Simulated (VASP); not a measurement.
# How thick must a slab of Pt(111) be?, part 6 of 7

Aim: follow surface energy, work function and relaxation of Pt(111) with the number of layers.

VASP 6.6.1; PBE; plane waves and PAW (Pt).

So far. Step 16 (Relaxing the slab, layers 10): The run ended after 7 ionic steps, 0.004 eV below its first step, once the forces on the free atoms met EDIFFG = -0.01. Step 17 (The vacuum level, layers 10): The vacuum level lies 5.72 eV above the Fermi level at the upper face; both faces agree, as the slab has next to no dipole.

## Step 18: Surface relaxation, layers 11

System of this step: Pt(111). The cell holds 11 atoms: 11 Pt. Cell: a = 2.805 Å, b = 2.805 Å, c = 37.907 Å, α = 90.0°, β = 90.0°, γ = 60.0°. It derives from Pt. 11 layers of fcc Pt, cut at this functional's lattice. Vacuum lies along c.

INCAR reads:

```
SYSTEM = Pt
PREC = Normal
ENCUT = 320
EDIFF = 1E-06
NELM = 120
ISMEAR = 1
SIGMA = 0.15
LREAL = .FALSE.
ALGO = Fast
GGA = PE
NBANDS = 68
LASPH = .TRUE.
LORBIT = 11
LWAVE = .FALSE.
LCHARG = .FALSE.
KPAR = 4
IBRION = 2
NSW = 50
ISIF = 2
EDIFFG = -0.01
POTIM = 0.4
MAXMIX = 40
```

POSCAR reads:

```
Pt
1.0
    2.8054651031      0.0000000000      0.0000000000
    1.4027325516      2.4296040487      0.0000000000
    0.0000000000      0.0000000000     37.9065266461
Pt
11
Direct
    0.6666666700      0.6666666700      0.1978551100
    0.0000000000      0.0000000000      0.2582840900
    0.3333333300      0.3333333300      0.3187130700
    0.6666666700      0.6666666700      0.3791420400
    0.0000000000      0.0000000000      0.4395710200
    0.3333333300      0.3333333300      0.5000000000
    0.6666666700      0.6666666700      0.5604289800
    0.0000000000      0.0000000000      0.6208579600
    0.3333333300      0.3333333300      0.6812869300
    0.6666666700      0.6666666700      0.7417159100
    0.0000000000      0.0000000000      0.8021448900
```

KPOINTS reads:

```
Automatic mesh
0
Gamma
15 15 1
0 0 0
```

Potentials, in the order of the species: Pt (PBE family, release 64).

The run is started by

```bash
$ mpirun -np 4 vasp_std
```

Output:

```text
[banner, memory and clock lines left out]
running    4 mpi-ranks, on    1 nodes
[...]
LDA part: xc-table for (Slater+PW92), standard interpolation
 POSCAR, INCAR and KPOINTS ok, starting setup
[...]
entering main loop
       N       E                     dE             d eps       ncg     rms          rms(c)
DAV:   1     0.548713681695E+03    0.54871E+03   -0.41423E+04  3736   0.101E+03
DAV:   2    -0.429959524268E+02   -0.59171E+03   -0.55496E+03  4240   0.260E+02
DAV:   3    -0.690775510705E+02   -0.26082E+02   -0.24143E+02  4312   0.491E+01
DAV:   4    -0.700224076683E+02   -0.94486E+00   -0.93247E+00  4444   0.904E+00
[...]
RMM:  34    -0.658287811141E+02   -0.20858E-05   -0.17872E-07  1729   0.131E-03    0.220E-03
RMM:  35    -0.658287822812E+02   -0.11671E-05   -0.76429E-08   829   0.864E-04    0.273E-03
RMM:  36    -0.658287826938E+02   -0.41259E-06   -0.24828E-08   651   0.791E-04
   1 F= -.65828783E+02 E0= -.65825356E+02  d E =-.658288E+02
[... from here on, the cycles between the ionic steps are left out ...]
   2 F= -.65832595E+02 E0= -.65829323E+02  d E =-.381200E-02
   3 F= -.65833214E+02 E0= -.65830026E+02  d E =-.443136E-02
   4 F= -.65833535E+02 E0= -.65830377E+02  d E =-.321421E-03
   5 F= -.65833584E+02 E0= -.65830439E+02  d E =-.369913E-03
   6 F= -.65833590E+02 E0= -.65830448E+02  d E =-.375568E-03
   7 F= -.65833591E+02 E0= -.65830451E+02  d E =-.377000E-03
   8 F= -.65833627E+02 E0= -.65830498E+02  d E =-.357074E-04
 trial-energy change:   -0.000036  1 .order   -0.000035   -0.000056   -0.000015
 step:   1.6956(harm=  1.6956)  dis= 0.00133  next Energy=   -65.833629 (dE=-0.382E-04)
 reached required accuracy - stopping structural energy minimisation
```

Run time: 2.3 min. Hardware: 4 MPI ranks of AMD EPYC 9R45, shared host; peak memory 1.1 GiB.

Parts of OUTCAR (step 18):

```text
  Total       -5.5403138     -5.5403138     -1.0301337     -0.0000000      0.0000000     -0.0000000
  in kB      -34.3550496    -34.3550496     -6.3877780     -0.0000000      0.0000000     -0.0000000
  external PRESSURE =     -25.0326257 kB  Pullay stress =       0.0000000 kB

 POSITION                                       TOTAL-FORCE (eV/Angst)
 -----------------------------------------------------------------------------------
      2.80547      1.61974      7.48787         0.000000      0.000000     -0.004363
      0.00000      0.00000      9.80376        -0.000000      0.000000     -0.000696
      1.40273      0.80987     12.08431         0.000000      0.000000      0.000988
      2.80547      1.61974     14.36728         0.000000      0.000000      0.002184
      2.80547      0.00000     16.66012         0.000000      0.000000     -0.004147
      1.40273      0.80987     18.95326         0.000000      0.000000      0.000000
      2.80547      1.61974     21.24640         0.000000     -0.000000      0.004147
      0.00000      0.00000     23.53924        -0.000000     -0.000000     -0.002184
      1.40273      0.80987     25.82222        -0.000000      0.000000     -0.000988
      2.80547      1.61974     28.10277         0.000000     -0.000000      0.000696
      1.40273      2.42960     30.41865        -0.000000      0.000000      0.004363
 -----------------------------------------------------------------------------------
    total drift:                               -0.000003     -0.000002     -0.000002

  FREE ENERGIE OF THE ION-ELECTRON SYSTEM (eV)
  ---------------------------------------------------
  free  energy   TOTEN  =       -65.8336267655 eV

  energy  without entropy=      -65.8242394065  energy(sigma->0) =      -65.83049765

[... 1 part as in an earlier step ...]

[... 3 further parts left out ...]
[key lines of the parts left out:]
E-fermi :   5.1202
```

The run ended after 8 ionic steps, 0.005 eV below its first step, once the forces on the free atoms met EDIFFG = -0.01.

## Step 19: The vacuum level, layers 11

Edit INCAR of step 18 so:

```diff
@@ -16,7 +16,6 @@
 KPAR = 4
-IBRION = 2
-NSW = 50
-ISIF = 2
-EDIFFG = -0.01
-POTIM = 0.4
-MAXMIX = 40
+IDIPOL = 3
+LDIPOL = .TRUE.
+DIPOL = 0.5 0.5 0.5
+LVHAR = .TRUE.
+LVACPOTAV = .TRUE.
```

POSCAR reads:

```
Pt
1.0
    2.8054651031      0.0000000000      0.0000000000
    1.4027325516      2.4296040487      0.0000000000
    0.0000000000      0.0000000000     37.9065266461
Pt
11
Direct
    0.6666666700      0.6666666700      0.1975351617
    0.0000000000      0.0000000000      0.2586298375
    0.3333333300      0.3333333300      0.3187922871
    0.6666666700      0.6666666700      0.3790187146
    0.0000000000      0.0000000000      0.4395053930
    0.3333333300      0.3333333300      0.5000000000
    0.6666666700      0.6666666700      0.5604946070
    0.0000000000      0.0000000000      0.6209812854
    0.3333333300      0.3333333300      0.6812077129
    0.6666666700      0.6666666700      0.7413701625
    0.0000000000      0.0000000000      0.8024648383
```

KPOINTS is that of step 18.

The run is started by

```bash
$ mpirun -np 4 vasp_std
```

Output:

```text
[... set-up lines as in an earlier step ...]
 entering main loop
       N       E                     dE             d eps       ncg     rms          rms(c)
DAV:   1     0.548494000340E+03    0.54849E+03   -0.41419E+04  3736   0.101E+03
DAV:   2    -0.431987537610E+02   -0.59169E+03   -0.55460E+03  4244   0.260E+02
DAV:   3    -0.691162267123E+02   -0.25917E+02   -0.24021E+02  4344   0.491E+01
DAV:   4    -0.700390106892E+02   -0.92278E+00   -0.91132E+00  4480   0.895E+00
[...]
RMM:  30    -0.658336213664E+02    0.18679E-05   -0.26287E-06  2631   0.424E-03    0.183E-02
RMM:  31    -0.658336227210E+02   -0.13546E-05   -0.33653E-06  2859   0.484E-03    0.695E-03
RMM:  32    -0.658336235795E+02   -0.85849E-06   -0.44944E-07  2116   0.207E-03
 [... a notice as in an earlier step ...]

   1 F= -.65833624E+02 E0= -.65830495E+02  d E =-.938481E-02
```

Elapsed: 58 s, on 4 MPI ranks; peak memory 1 GiB; 3.8 min of CPU time.

OUTCAR, selected parts (step 19):

```text
  Total       -5.5388656     -5.5388656     -1.0259894     -0.0000000      0.0000000     -0.0000000
  in kB      -34.3460696    -34.3460696     -6.3620792     -0.0000000      0.0000000     -0.0000000
  external PRESSURE =     -25.0180728 kB  Pullay stress =       0.0000000 kB

 POSITION                                       TOTAL-FORCE (eV/Angst)
 -----------------------------------------------------------------------------------
      2.80547      1.61974      7.48787         0.000000     -0.000000     -0.004295
      0.00000      0.00000      9.80376        -0.000000     -0.000000     -0.000913
      1.40273      0.80987     12.08431         0.000000      0.000000      0.001321
      2.80547      1.61974     14.36728        -0.000000      0.000000      0.002327
      0.00000      0.00000     16.66012         0.000000     -0.000000     -0.004837
      1.40273      0.80987     18.95326         0.000000      0.000000      0.000000
      2.80547      1.61974     21.24640         0.000000      0.000000      0.004837
      0.00000      0.00000     23.53924         0.000000      0.000000     -0.002327
      1.40273      0.80987     25.82222        -0.000000     -0.000000     -0.001321
      2.80547      1.61974     28.10277        -0.000000      0.000000      0.000913
      0.00000      0.00000     30.41865        -0.000000      0.000000      0.004295
 -----------------------------------------------------------------------------------
    total drift:                               -0.000003     -0.000002     -0.000002

  FREE ENERGIE OF THE ION-ELECTRON SYSTEM (eV)
  ---------------------------------------------------
  free  energy   TOTEN  =       -65.8336235795 eV

  energy  without entropy=      -65.8242387661  energy(sigma->0) =      -65.83049531

[... 2 parts as in an earlier step ...]

[... 1 further part left out ...]
[key lines of the parts left out:]
E-fermi :   5.1193
```

The planar average of the electrostatic potential oscillates, so the rows of the table below give means over windows of 2.26 Å about each position, cut where the curve ends. Its maxima inside the range that stand out by 2 % of the span (Å: eV): 8.7: 0.723, 10.9: 0.302, 13.2: 0.273, 15.6: 0.242, 17.8: 0.381, 20.1: 0.381, 22.3: 0.242, 24.7: 0.273, 27.0: 0.302, 29.2: 0.723. Its minima: 7.4: -20.7, 9.8: -21.1, 12.1: -21.1, 14.3: -21.0, 16.7: -21.0, 19.0: -21.1, 21.2: -21.0, 23.6: -21.0, 25.8: -21.1, 28.1: -21.1, 30.5: -20.7.

Zero at the Fermi level. The planar average of the electrostatic potential by height; means over each step:

```
height (Å)  planar average of the electrostatic potential (eV)
      1.13                                                5.70
      3.39                                                5.69
      5.65                                                4.01
      7.91                                               -10.2
     10.17                                               -10.7
     12.43                                               -10.8
     14.69                                               -10.7
     16.95                                               -10.7
     19.21                                               -10.7
     21.47                                               -10.7
     23.73                                               -10.8
     25.99                                               -10.8
     28.25                                               -10.6
     30.51                                               -9.98
     32.77                                                5.33
     35.03                                                5.69
     37.29                                                5.70
```

The vacuum level lies 5.69 eV above the Fermi level at the upper face; both faces agree, as the slab has next to no dipole.

The program found no field-free point at its default tolerance, but its printed level agrees with the flat part of the planar average.

## Step 20: Surface relaxation, layers 12

System of this step: Pt(111). The cell holds 12 atoms: 12 Pt. Cell: a = 2.805 Å, b = 2.805 Å, c = 40.197 Å, α = 90.0°, β = 90.0°, γ = 60.0°. It derives from Pt. 12 layers of fcc Pt, cut at this functional's lattice. Vacuum lies along c.

INCAR reads:

```
SYSTEM = Pt
PREC = Normal
ENCUT = 320
EDIFF = 1E-06
NELM = 120
ISMEAR = 1
SIGMA = 0.15
LREAL = .FALSE.
ALGO = Fast
GGA = PE
NBANDS = 74
LASPH = .TRUE.
LORBIT = 11
LWAVE = .FALSE.
LCHARG = .FALSE.
KPAR = 4
IBRION = 2
NSW = 50
ISIF = 2
EDIFFG = -0.01
POTIM = 0.4
MAXMIX = 40
```

POSCAR reads:

```
Pt
1.0
    2.8054651031      0.0000000000      0.0000000000
    1.4027325516      2.4296040487      0.0000000000
    0.0000000000      0.0000000000     40.1971793107
Pt
12
Direct
    0.3333333300      0.3333333300      0.1865802600
    0.6666666700      0.6666666700      0.2435656600
    0.0000000000      0.0000000000      0.3005510700
    0.3333333300      0.3333333300      0.3575364800
    0.6666666700      0.6666666700      0.4145218900
    0.0000000000      0.0000000000      0.4715073000
    0.3333333300      0.3333333300      0.5284927000
    0.6666666700      0.6666666700      0.5854781100
    0.0000000000      0.0000000000      0.6424635200
    0.3333333300      0.3333333300      0.6994489300
    0.6666666700      0.6666666700      0.7564343400
    0.0000000000      0.0000000000      0.8134197400
```

KPOINTS is that of step 19.

The run is started by

```bash
$ mpirun -np 4 vasp_std
```

Output:

```text
[banner, memory and clock lines left out]
running    4 mpi-ranks, on    1 nodes
[...]
LDA part: xc-table for (Slater+PW92), standard interpolation
 POSCAR, INCAR and KPOINTS ok, starting setup
[...]
entering main loop
       N       E                     dE             d eps       ncg     rms          rms(c)
DAV:   1     0.597045095341E+03    0.59705E+03   -0.45396E+04  4084   0.102E+03
DAV:   2    -0.468876272548E+02   -0.64393E+03   -0.60701E+03  4568   0.262E+02
DAV:   3    -0.754775306940E+02   -0.28590E+02   -0.26238E+02  4642   0.495E+01
DAV:   4    -0.764939116812E+02   -0.10164E+01   -0.99410E+00  4838   0.907E+00
[...]
RMM:  30    -0.719339294030E+02    0.41524E-05   -0.12687E-05  3859   0.915E-03    0.388E-02
RMM:  31    -0.719339252364E+02    0.41666E-05   -0.39546E-06  2893   0.520E-03    0.811E-03
RMM:  32    -0.719339261587E+02   -0.92235E-06   -0.90640E-07  2270   0.268E-03
   1 F= -.71933926E+02 E0= -.71932239E+02  d E =-.719339E+02
[... from here on, the cycles between the ionic steps are left out ...]
   2 F= -.71937543E+02 E0= -.71935947E+02  d E =-.361693E-02
   3 F= -.71938180E+02 E0= -.71936634E+02  d E =-.425355E-02
   4 F= -.71938504E+02 E0= -.71937003E+02  d E =-.324269E-03
   5 F= -.71938552E+02 E0= -.71937071E+02  d E =-.371883E-03
   6 F= -.71938554E+02 E0= -.71937077E+02  d E =-.374371E-03
   7 F= -.71938603E+02 E0= -.71937147E+02  d E =-.490614E-04
 trial-energy change:   -0.000049  1 .order   -0.000037   -0.000065   -0.000008
 step:   1.3129(harm=  1.4182)  dis= 0.00110  next Energy=   -71.938603 (dE=-0.493E-04)
 reached required accuracy - stopping structural energy minimisation
```

The job ended after 2.5 min (4 MPI ranks; peak memory 1.2 GiB).

From OUTCAR (step 20):

```text
  Total       -5.5873861     -5.5873861     -1.2100352     -0.0000000      0.0000000      0.0000000
  in kB      -32.6725712    -32.6725712     -7.0757526     -0.0000000      0.0000000      0.0000000
  external PRESSURE =     -24.1402983 kB  Pullay stress =       0.0000000 kB

 POSITION                                       TOTAL-FORCE (eV/Angst)
 -----------------------------------------------------------------------------------
      1.40273      0.80987      7.48860        -0.000000     -0.000000      0.000476
      2.80547      1.61974      9.80380         0.000000     -0.000000      0.000638
      2.80547      0.00000     12.08530         0.000000      0.000000     -0.000271
      1.40273      0.80987     14.36728         0.000000      0.000000      0.000455
      2.80547      1.61974     16.65935        -0.000000      0.000000     -0.001777
      0.00000      0.00000     18.95317        -0.000000     -0.000000     -0.005757
      1.40273      0.80987     21.24401         0.000000     -0.000000      0.005757
      2.80547      1.61974     23.53783         0.000000     -0.000000      0.001777
      0.00000      0.00000     25.82990         0.000000     -0.000000     -0.000455
      1.40273      0.80987     28.11188         0.000000     -0.000000      0.000271
      2.80547      1.61974     30.39338        -0.000000     -0.000000     -0.000638
      0.00000      0.00000     32.70858         0.000000      0.000000     -0.000476
 -----------------------------------------------------------------------------------
    total drift:                                0.000000      0.000000      0.000002

  FREE ENERGIE OF THE ION-ELECTRON SYSTEM (eV)
  ---------------------------------------------------
  free  energy   TOTEN  =       -71.9386031430 eV

  energy  without entropy=      -71.9342337457  energy(sigma->0) =      -71.93714668

[... 1 part as in an earlier step ...]

[... 3 further parts left out ...]
[key lines of the parts left out:]
E-fermi :   5.4349
```

The run ended after 7 ionic steps, 0.005 eV below its first step, once the forces on the free atoms met EDIFFG = -0.01.

(Continued in part 7 of 7.)

[Lines on the potential files, build, host, timing and source positions are cut from VASP's logs without a mark.]

[Logs are printed without paths, hosts, clocks, repeated set-up lines and the standing remarks that a program may print on its own settings, such as how far it seeks lower states.]

[Hosts, paths, dates, database ids (printed as entryN), source tags and the programs' standing remarks are cut or masked in the printed files.]

[Runs that stopped without an error message from VASP are left out.]
